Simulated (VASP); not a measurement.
Output of a VASP run:

File OUTCAR:
```
 ion  position               nearest neighbor table
   1  0.000  0.000  0.000-   4 3.25   4 3.25   4 3.25   5 3.25   4 3.25   5 3.25   5 3.25   5 3.25
                             2 3.57   3 3.57   2 3.57   3 3.57   2 3.57   2 3.57   3 3.57   3 3.57
   2  0.750  0.250  0.500-   5 2.66   4 2.66   5 2.66   4 2.66   3 2.99   3 2.99   3 2.99   3 2.99
                             1 3.57   1 3.57   1 3.57   1 3.57
   3  0.250  0.750  0.500-   5 2.66   4 2.66   5 2.66   4 2.66   2 2.99   2 2.99   2 2.99   2 2.99
                             1 3.57   1 3.57   1 3.57   1 3.57
   4  0.609  0.609  0.000-   5 2.51   2 2.66   3 2.66   2 2.66   3 2.66   1 3.25   1 3.25   1 3.25
                             1 3.25
   5  0.391  0.391  0.000-   4 2.51   3 2.66   2 2.66   3 2.66   2 2.66   1 3.25   1 3.25   1 3.25
                             1 3.25
  LATTYP: Found a body centered tetragonal cell.
 ALAT       =     4.2346142684
 C/A-ratio  =     2.7141447116
 Subroutine PRICEL returns:
 Original cell was already a primitive cell.
 Subroutine GETGRP returns: Found 16 space group operations
The static configuration has the point symmetry D_4h.
The dynamic configuration has the point symmetry D_4h.
 Subroutine INISYM returns: Found 16 space group operations
 Subroutine IBZKPT returns following result:
 Found    102 irreducible k-points:

 Following reciprocal coordinates:
            Coordinates               Weight
  0.000000  0.000000  0.000000      1.000000
  0.100000  0.000000 -0.000000      8.000000
  0.200000  0.000000 -0.000000      8.000000
  0.300000 -0.000000  0.000000      8.000000
  0.400000  0.000000 -0.000000      8.000000
  0.500000  0.000000  0.000000      4.000000
  0.100000  0.100000 -0.000000      8.000000
  0.200000  0.100000 -0.000000     16.000000
  0.300000  0.100000  0.000000     16.000000
  0.400000  0.100000  0.000000     16.000000
  0.500000  0.100000 -0.000000     16.000000
 -0.400000  0.100000 -0.000000     16.000000
 -0.300000  0.100000 -0.000000     16.000000
 -0.200000  0.100000  0.000000     16.000000
 -0.100000  0.100000  0.000000      4.000000
  0.200000  0.200000 -0.000000      8.000000
  0.300000  0.200000  0.000000     16.000000
  0.400000  0.200000  0.000000     16.000000
  0.500000  0.200000 -0.000000     16.000000
 -0.400000  0.200000  0.000000     16.000000
 -0.300000  0.200000 -0.000000     16.000000
 -0.200000  0.200000  0.000000      4.000000
  0.300000  0.300000  0.000000      8.000000
  0.400000  0.300000  0.000000     16.000000
  0.500000  0.300000  0.000000     16.000000
 -0.400000  0.300000  0.000000     16.000000
 -0.300000  0.300000  0.000000      4.000000
  0.400000  0.400000  0.000000      8.000000
  0.500000  0.400000  0.000000     16.000000
 -0.400000  0.400000  0.000000      4.000000
  0.500000  0.500000  0.000000      2.000000
  0.100000  0.100000  0.100000      8.000000
  0.200000  0.100000  0.100000     16.000000
  0.300000  0.100000  0.100000     16.000000
  0.400000  0.100000  0.100000      8.000000
 -0.100000  0.100000  0.100000      4.000000
  0.200000  0.200000  0.100000      8.000000
  0.300000  0.200000  0.100000     16.000000
  0.400000  0.200000  0.100000     16.000000
  0.500000  0.200000  0.100000     16.000000
   k-points           NKPTS =    102   k-points in BZ     NKDIM =    102   number of bands    NBANDS=     23
   number of dos      NEDOS =    301   number of ions     NIONS =      5
   total plane-waves  NPLWV = 110592
   dimension x,y,z NGX =    48 NGY =   48 NGZ =   48
   dimension x,y,z NGXF=    96 NGYF=   96 NGZF=   96
   ions per type =               1   2   2
   PREC   = accura    normal or accurate (medium, high low for compatibility)
   ISTART =      0    job   : 0-new  1-cont  2-samecut
   ICHARG =      2    charge: 1-file 2-atom 10-const
   ISPIN  =      1    spin polarized calculation?
   LNONCOLLINEAR =      F non collinear calculations
   LSORBIT =      F    spin-orbit coupling
   INIWAV =      1    electr: 0-lowe 1-rand  2-diag
   ENCUT  =  480.0 eV  35.28 Ry    5.94 a.u.  11.58 11.58 11.58*2*pi/ulx,y,z
   NELM   =    100;   NELMIN=  2; NELMDL= -5     # of ELM steps
...
```

### OSZICAR
```
       N       E                     dE             d eps       ncg     rms          rms(c)
DAV:   1     0.201203542149E+03    0.20120E+03   -0.16021E+04  4780   0.167E+03
DAV:   2    -0.522348538028E+01   -0.20643E+03   -0.20408E+03  6521   0.431E+02
DAV:   3    -0.157222511666E+02   -0.10499E+02   -0.10326E+02  6243   0.921E+01
DAV:   4    -0.159795723684E+02   -0.25732E+00   -0.25509E+00  6214   0.130E+01
DAV:   5    -0.159877140847E+02   -0.81417E-02   -0.81413E-02  6997   0.240E+00    0.146E+01
DAV:   6    -0.154167667489E+02    0.57095E+00   -0.52948E+00  6043   0.430E+01    0.841E+00
DAV:   7    -0.153816553530E+02    0.35111E-01   -0.70695E-01  5974   0.139E+01    0.372E+00
DAV:   8    -0.153719215107E+02    0.97338E-02   -0.51861E-02  6333   0.284E+00    0.300E-01
DAV:   9    -0.153718571959E+02    0.64315E-04   -0.87753E-03  7468   0.897E-01    0.197E-01
DAV:  10    -0.153718269546E+02    0.30241E-04   -0.83586E-04  6165   0.209E-01    0.669E-02
DAV:  11    -0.153718244757E+02    0.24790E-05   -0.93296E-05  7246   0.127E-01    0.607E-02
DAV:  12    -0.153718240041E+02    0.47154E-06   -0.12797E-05  6058   0.415E-02    0.222E-02
DAV:  13    -0.153718233460E+02    0.65812E-06   -0.55806E-06  6902   0.185E-02    0.846E-03
DAV:  14    -0.153718233163E+02    0.29704E-07   -0.54974E-07  6058   0.515E-03
   1 F= -.15371823E+02 E0= -.15372310E+02  d E =0.146105E-02
```

File OUTCAR:
```
------------------------ aborting loop because EDIFF is reached ----------------------------------------
  FORCE on cell =-STRESS in cart. coord.  units (eV):
  Direction    XX          YY          ZZ          XY          YZ          ZX
  --------------------------------------------------------------------------------------
  Total       -3.2442485     -3.2442485     -3.1954979      0.0000000     -0.0000000     -0.0000000
  in kB      -50.4405852    -50.4405852    -49.6826269      0.0000000     -0.0000000     -0.0000000
  external PRESSURE =     -50.1879324 kB  Pullay stress =       0.0000000 kB
  volume of cell :      103.05
      direct lattice vectors                 reciprocal lattice vectors
    -2.117307134  2.117307134  5.746677961     0.000000000  0.236149018  0.087006790
     2.117307134 -2.117307134  5.746677961     0.236149018  0.000000000  0.087006790
     2.117307134  2.117307134 -5.746677961     0.236149018  0.236149018  0.000000000
 POSITION                                       TOTAL-FORCE (eV/Angst)
 -----------------------------------------------------------------------------------
      0.00000      0.00000      0.00000         0.000000      0.000000      0.000000
      0.00000      2.11731      2.87334         0.000000      0.000000      0.000000
      2.11731      0.00000      2.87334         0.000000      0.000000      0.000000
      0.00000      0.00000      7.00373        -0.000000     -0.000000      0.040101
      0.00000      0.00000      4.48962        -0.000000     -0.000000     -0.040101
 -----------------------------------------------------------------------------------
    total drift:                               -0.000000      0.000000      0.000000
  FREE ENERGIE OF THE ION-ELECTRON SYSTEM (eV)
  ---------------------------------------------------
  free  energy   TOTEN  =       -15.3718233163 eV

  energy  without entropy=      -15.3732843660  energy(sigma->0) =      -15.37231033
```
(Selected blocks of OUTCAR.)

POSCAR:
```
Eu(AlZn)2
1
   -2.1173071342     2.1173071342     5.7466779611
    2.1173071342    -2.1173071342     5.7466779611
    2.1173071342     2.1173071342    -5.7466779611
Eu Al Zn
1 2 2
Direct
  0.0000000000   0.0000000000   0.0000000000
  0.7500000000   0.2500000000   0.5000000000
  0.2500000000   0.7500000000   0.5000000000
  0.6093724234   0.6093724234   0.0000000000
  0.3906275766   0.3906275766   1.0000000000
```

### Question
Reconstruct the remaining input files.

### Answer
One answer among several that fit: the input of the run itself, PBEsol GGA, plane waves, VASP's PBE PAW potentials (set 64).

INCAR:
```
SYSTEM = Eu(AlZn)2
PREC = Accurate
ENCUT = 480
EDIFF = 1E-7
NELM = 100
ALGO = Normal
LREAL = .FALSE.
LASPH = .TRUE.
ISMEAR = 1
SIGMA = 0.1
GGA = PS
LMAXMIX = 6
LWAVE = .FALSE.
LCHARG = .FALSE.
ISIF = 2
```

File KPOINTS:
```
Automatic mesh
0
Gamma
10 10 10
0 0 0
```

POTCAR, in this order: Eu_2 Al Zn (PBE.64 set). Program: vasp_std.

The 4f electrons are frozen in the core of the lanthanide potential, so 4f levels, which can set the real gap, and their magnetism are missing.

The structure comes from a computed database's Al2EuZn2 entry (I4/mmm); how it stands against other phases isn't given here. This cell was strained or had an atom moved on purpose.
